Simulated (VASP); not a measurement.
# Al3BiO3 (P3m1) in VASP: single point with r2SCAN

Aim: the single point of Al3BiO3 with r2SCAN.

Program: VASP 6.6.1. These are calculated values, not measurements. Logs are shortened: lines on timing, memory, paths and dates and some standing lists are left out, and cuts for length are marked.

### 1 The structure

It takes space group P3m1 (No. 156, trigonal). Conventional cell: a = 3.048 Å, b = 3.048 Å, c = 14.237 Å, α = 90.00°, β = 90.00°, γ = 120.00°. Al (site symmetry 3m) is surrounded by 4 O at 1.74 to 1.84 Å. Al (site symmetry 3m) has 6 O at 1.89 to 2.14 Å as nearest neighbours. Al (site symmetry 3m) has 6 Al at 3.05 Å and 3 Bi at 3.23 Å as nearest neighbours. Bi (site symmetry 3m) is surrounded by 6 Bi at 3.05 Å and 3 Al at 3.23 Å. O (site symmetry 3m) is surrounded by 1 Al at 1.74 Å. Around O (site symmetry 3m) lie 3 Al at 1.84 Å. O (site symmetry 3m) has 3 Al at 1.89 Å as nearest neighbours.

The cell was built by a generator and needn't be a form met in nature.

### 2 Single point, r2SCAN

Contents of INCAR:

```
SYSTEM = Al3BiO3
  PREC = Accurate
  ENCUT = 520
  EDIFF = 1E-6
  ISMEAR = 0
  SIGMA = 0.1
  LREAL = .FALSE.
  LASPH = .TRUE.
  NELM = 150
  ALGO = Normal
  ISIF = 2
  LWAVE = .FALSE.
  LCHARG = .FALSE.
  METAGGA = R2SCAN
  LMIXTAU = .TRUE.
  KPAR = 4
```

Contents of KPOINTS:

```
Automatic mesh
0
G
  12 12 4
  0 0 0
```

Contents of POSCAR:

```
Al3BiO3
1.0
    3.0477520000      0.0000000000      0.0000000000
   -1.5238760000      2.6394300000      0.0000000000
    0.0000000000      0.0000000000     14.2369700000
Al Bi O
3 1 3
Direct
    0.3333330000      0.6666670000      0.6165310000
    0.0000000000      0.0000000000      0.4086320000
    0.3333330000      0.6666670000      0.1302770000
    0.0000000000      0.0000000000      0.9402930000
    0.3333330000      0.6666670000      0.4945380000
    0.0000000000      0.0000000000      0.6541920000
    0.6666670000      0.3333330000      0.3605680000
```

Potentials or basis: VASP PAW PBE potentials, release 64 (Al, Bi_d, O).

Run with:

```bash
$ cat potpaw_PBE.64/Al/POTCAR potpaw_PBE.64/Bi_d/POTCAR potpaw_PBE.64/O/POTCAR > POTCAR
$ mpirun -np 4 vasp_std > vasp.out
```

OUTCAR:

```text
SYSTEM = Al3BiO3
   PREC = Accurate
   ENCUT = 520
   EDIFF = 1E-6
   ISMEAR = 0
   LREAL = .FALSE.
   LASPH = .TRUE.
   NELM = 150
   ISIF = 2
   METAGGA = R2SCAN

 ion  position               nearest neighbor table
   1  0.333  0.667  0.617-   5 1.74   6 1.84   6 1.84   6 1.84
   2  0.000  0.000  0.409-   7 1.89   7 1.89   7 1.89   5 2.14   5 2.14   5 2.14
   3  0.333  0.667  0.130-   4 3.23   4 3.23   4 3.23
   4  0.000  0.000  0.940-   3 3.23   3 3.23   3 3.23
   5  0.333  0.667  0.495-   1 1.74   2 2.14   2 2.14   2 2.14
   6  0.000  0.000  0.654-   1 1.84   1 1.84   1 1.84
   7  0.667  0.333  0.361-   2 1.89   2 1.89   2 1.89

  LATTYP: Found a hexagonal cell.
 ALAT       =     3.0477520000
 C/A-ratio  =     4.6713019957

  Lattice vectors:

 A1 = (   3.0477520000,   0.0000000000,   0.0000000000)
 A2 = (  -1.5238760000,   2.6394300000,   0.0000000000)
 A3 = (   0.0000000000,   0.0000000000,  14.2369700000)

Analysis of symmetry for initial positions (statically):
=====================================================================
 Subroutine PRICEL returns:
 Original cell was already a primitive cell.

 Routine SETGRP: Setting up the symmetry group for a
 hexagonal supercell.

 Subroutine GETGRP returns: Found  6 space group operations
 (whereof  6 operations were pure point group operations)
 out of a pool of 24 trial point group operations.

The static configuration has the point symmetry C_3v.

Analysis of symmetry for dynamics (positions and initial velocities):
=====================================================================
 Subroutine PRICEL returns:
 Original cell was already a primitive cell.

 Routine SETGRP: Setting up the symmetry group for a
 hexagonal supercell.

 Subroutine GETGRP returns: Found  6 space group operations
 (whereof  6 operations were pure point group operations)
 out of a pool of 24 trial point group operations.

The dynamic configuration has the point symmetry C_3v.

 Subroutine INISYM returns: Found  6 space group operations
 (whereof  6 operations are pure point group operations),
 and found     1 'primitive' translations

----------------------------------------------------------------------------------------

                                     Primitive cell

  volume of cell :     114.5269

  direct lattice vectors                    reciprocal lattice vectors
     3.047752000  0.000000000  0.000000000     0.328110686  0.189434840  0.000000000
    -1.523876000  2.639430000  0.000000000     0.000000000  0.378869680  0.000000000
     0.000000000  0.000000000 14.236970000     0.000000000  0.000000000  0.070239665

  length of vectors
     3.047752000  3.047751432 14.236970000     0.378869610  0.378869680  0.070239665

  position of ions in fractional coordinates (direct lattice)
     0.333333000  0.666667000  0.616531000
     0.000000000  0.000000000  0.408632000
     0.333333000  0.666667000  0.130277000
     0.000000000  0.000000000  0.940293000
     0.333333000  0.666667000  0.494538000
     0.000000000  0.000000000  0.654192000
     0.666667000  0.333333000  0.360568000

  ion indices of the primitive-cell ions
   primitive index   ion index
                 1           1
                 2           2
                 3           3
                 4           4
                 5           5
                 6           6
                 7           7

----------------------------------------------------------------------------------------

 KPOINTS: Automatic mesh

Automatic generation of k-mesh.
 Grid dimensions read from file:
 generate k-points for:   12   12    4

 Generating k-lattice:

  Cartesian coordinates                     Fractional coordinates (reciprocal lattice)
     0.027342557  0.015786237  0.000000000     0.083333333  0.000000000  0.000000000
     0.000000000  0.031572473  0.000000000     0.000000000  0.083333333  0.000000000
     0.000000000  0.000000000  0.017559916     0.000000000  0.000000000  0.250000000

  Length of vectors
     0.031572467  0.031572473  0.017559916

  Shift w.r.t. Gamma in fractional coordinates (k-lattice)
     0.000000000  0.000000000  0.000000000

 Subroutine IBZKPT returns following result:
 ===========================================

 Found     69 irreducible k-points:

 Following reciprocal coordinates:
            Coordinates               Weight
  0.000000  0.000000  0.000000      1.000000
  0.083333  0.000000  0.000000      6.000000
  0.166667  0.000000  0.000000      6.000000
  0.250000  0.000000  0.000000      6.000000
  0.333333  0.000000  0.000000      6.000000
  0.416667  0.000000  0.000000      6.000000
[... 16 lines left out ...]
  0.166667  0.000000  0.250000      6.000000
  0.000000  0.166667  0.250000      6.000000
 [... further k-points ...]
   k-points           NKPTS =     69   k-points in BZ     NKDIM =     69   number of bands    NBANDS=     25
   number of dos      NEDOS =    301   number of ions     NIONS =      7
   total plane-waves  NPLWV =  62208
   dimension x,y,z NGX =    24 NGY =   24 NGZ =  108
   dimension x,y,z NGXF=    48 NGYF=   48 NGZF=  216
   ions per type =               3   1   3
   NGX,Y,Z   is equivalent  to a cutoff of  13.09, 13.09, 12.61 a.u.
   NGXF,Y,Z  is equivalent  to a cutoff of  26.18, 26.18, 25.22 a.u.
 SYSTEM =  Al3BiO3
   PREC   = accura    normal or accurate (medium, high low for compatibility)
   ISTART =      0    job   : 0-new  1-cont  2-samecut
   ICHARG =      2    charge: 1-file 2-atom 10-const
   ISPIN  =      1    spin polarized calculation?
   LNONCOLLINEAR =      F non collinear calculations
   LSORBIT =      F    spin-orbit coupling
   LASPH  =      T    aspherical Exc in radial PAW
   ENCUT  =  520.0 eV  38.22 Ry    6.18 a.u.   5.67  5.67 26.47*2*pi/ulx,y,z
   NELM   =    150;   NELMIN=  2; NELMDL= -5     # of ELM steps
   EDIFF  = 0.1E-05   stopping-criterion for ELM
   LREAL  =      F    real-space projection
   EDIFFG = 0.1E-04   stopping-criterion for IOM
   NSW    =      0    number of steps for IOM
   IBRION =     -1    ionic relax: 0-MD 1-quasi-New 2-CG
   NFREE  =      0    steps in history (QN), initial steepest desc. (CG)
   ISIF   =      2    stress and relaxation
   ISYM   =      2    0-nonsym 1-usesym 2-fastsym
   POTIM  = 0.5000    time-step for ionic-motion
   TEBEG  =    0.0;   TEEND  =   0.0 temperature during run
   PSTRESS=    0.0 pullay stress
   NELECT =      42.0000    total number of electrons
   NUPDOWN=      -1.0000    fix difference up-down
   EMIN   =  10.00;   EMAX   =-10.00  energy-range for DOS
   EFERMI =   0.00;   METHOD = LEGACY
   ISMEAR =     0;   SIGMA  =   0.10  broadening in eV -4-tet -1-fermi 0-gaus
   EFERMI_NEDOS =   21; number of points for ismear=-14 and -15
   IALGO  =     38    algorithm
   IMIX   =      4    mixing-type and parameters
     AMIX     =   0.40;   BMIX     =  1.00
     AMIX_MAG =   1.60;   BMIX_MAG =  1.00
  volume/ion in A,a.u.               =      16.36       110.41
  Fermi-wavevector in a.u.,A,eV,Ry     =   1.171805  2.214391 18.682538  1.373128
  Thomas-Fermi vector in A             =   2.308244
   LORBIT       =      0    0 simple, 1 ext, 2 COOP (PROOUT), +10 PAW based schemes
   METAGGA = R2SCAN    functional components
   LHFCALC =     F    Hartree Fock is set to
   AEXX    =    0.0000 exact exchange contribution
   IVDW    =     0    specifies the selected vdW correction
   LEPSILON=     F    determine dielectric tensor
   LRPA    =     F    only Hartree local field effects (RPA)
 non-spin polarized calculation
 Gauss-broadening in eV      SIGMA  =   0.10
  energy-cutoff  :      520.00
  volume of cell :      114.53
 maximum number of plane-waves:      3107
 NGX is ok and might be reduce to    24
   NGX = 11   NGY = 11   NGZ = 53

 number of electron      42.0000003 magnetization

 Free energy of the ion-electron system (eV)
  ---------------------------------------------------
  ext. energy  EPLUGINS =         0.00000000
  ---------------------------------------------------
  free energy    TOTEN  =      -110.48649445 eV

  energy without entropy =     -110.47919123  energy(sigma->0) =     -110.48284284

 E-fermi :   6.5166     XC(G=0): -10.1253

 val. band max:        6.5065615757   @ k =  -0.1667   0.5000   0.2500
 cond. band min:       6.5650455936   @ k =   0.0000   0.0833   0.2500
 fundamental gap:      0.0584840178
 Fermi energy:         6.5166100159

 k-point     1 :       0.0000    0.0000    0.0000
  band No.  band energies     occupation
      1     -17.7668      2.00000
      2     -17.5666      2.00000
      3     -17.5666      2.00000
      4     -17.5438      2.00000
      5     -17.1264      2.00000
      6     -17.1264      2.00000
[... 17 lines left out ...]
     24      10.9827      0.00000
     25      12.3978      0.00000

 k-point     2 :       0.0833    0.0000    0.0000
  band No.  band energies     occupation
      1     -17.7185      2.00000
      2     -17.5790      2.00000
      3     -17.5317      2.00000
      4     -17.5129      2.00000
      5     -17.1469      2.00000
      6     -17.1309      2.00000
[... 17 lines left out ...]
     24      11.0745      0.00000
     25      12.5971      0.00000

 k-point     3 :       0.1667    0.0000    0.0000
  band No.  band energies     occupation
      1     -17.6192      2.00000
      2     -17.5831      2.00000
      3     -17.4353      2.00000
      4     -17.4238      2.00000
      5     -17.2024      2.00000
      6     -17.1433      2.00000
[... 552 lines left out ...]
 k-point    23 :       0.1667    0.0000    0.2500
  band No.  band energies     occupation
      1     -17.6192      2.00000
      2     -17.5832      2.00000
      3     -17.4353      2.00000
      4     -17.4238      2.00000
      5     -17.2024      2.00000
      6     -17.1433      2.00000
[... 17 lines left out ...]
     24      10.5069      0.00000
     25      11.7757      0.00000

 k-point    24 :       0.0000    0.1667    0.2500
  band No.  band energies     occupation
      1     -17.6192      2.00000
      2     -17.5832      2.00000
      3     -17.4353      2.00000
      4     -17.4238      2.00000
      5     -17.2024      2.00000
      6     -17.1433      2.00000
[... 17 lines left out ...]
     24      10.5801      0.00000
     25      11.5425      0.00000

 [... further k-points ...]
[... 5 lines left out ...]
  --------------------------------------------------------------------------------------
  -------------------------------------------------------------------------------------
  Total       -2.6541558     -2.6541545     -1.9944382     -0.0000000      0.0000000      0.0000000
  in kB      -37.1304026    -37.1303841    -27.9012607     -0.0000000      0.0000000      0.0000000
  external PRESSURE =     -34.0540158 kB  Pullay stress =       0.0000000 kB

 VOLUME and BASIS-vectors are now :
 -----------------------------------------------------------------------------
  energy-cutoff  :      520.00
  volume of cell :      114.53
      direct lattice vectors                 reciprocal lattice vectors
     3.047752000  0.000000000  0.000000000     0.328110686  0.189434840  0.000000000
    -1.523876000  2.639430000  0.000000000     0.000000000  0.378869680  0.000000000
     0.000000000  0.000000000 14.236970000     0.000000000  0.000000000  0.070239665

 POSITION                                       TOTAL-FORCE (eV/Angst)
 -----------------------------------------------------------------------------------
     -0.00000      1.75962      8.77753         0.000000     -0.000000     -0.027360
      0.00000      0.00000      5.81768         0.000000     -0.000000     -0.187402
     -0.00000      1.75962      1.85475         0.000000     -0.000000     -0.086703
      0.00000      0.00000     13.38692         0.000000     -0.000000      0.058238
     -0.00000      1.75962      7.04072         0.000000     -0.000000      0.218132
      0.00000      0.00000      9.31371         0.000000     -0.000000     -0.385250
      1.52388      0.87981      5.13340        -0.000000      0.000000      0.410344
 -----------------------------------------------------------------------------------
    total drift:                               -0.000119      0.000036     -0.006763

  FREE ENERGIE OF THE ION-ELECTRON SYSTEM (eV)
  ---------------------------------------------------
  free  energy   TOTEN  =      -110.4864944454 eV

  energy  without entropy=     -110.4791912324  energy(sigma->0) =     -110.48284284
```

It took 3.4 min on 4 MPI ranks of Intel Xeon 6975P-C (Granite Rapids), shared host; peak memory 0.38 GiB.

What came out:

| Item | Value |
| --- | --- |
| Free energy | -110.4865 eV |
| Pressure | -3.4 GPa |
| Largest force | 0.410 eV/Å |
| Band gap on the k mesh | none (metal or under the smearing width) |

Forces in eV/Å, atoms in the order of the input:
```
Al   0.000  0.000 -0.027
Al   0.000  0.000 -0.187
Al   0.000  0.000 -0.087
Bi   0.000  0.000  0.058
O    0.000  0.000  0.218
O    0.000  0.000 -0.385
O    0.000  0.000  0.410
```

Stress tensor (GPa, compression positive):
```
-3.71  0.00  0.00
 0.00 -3.71  0.00
 0.00  0.00 -2.79
```

Caveat: the PAW data sets were made with another functional, which shifts forces and pressure a little; spin-orbit coupling is left out, which moves the levels of the heavy elements.
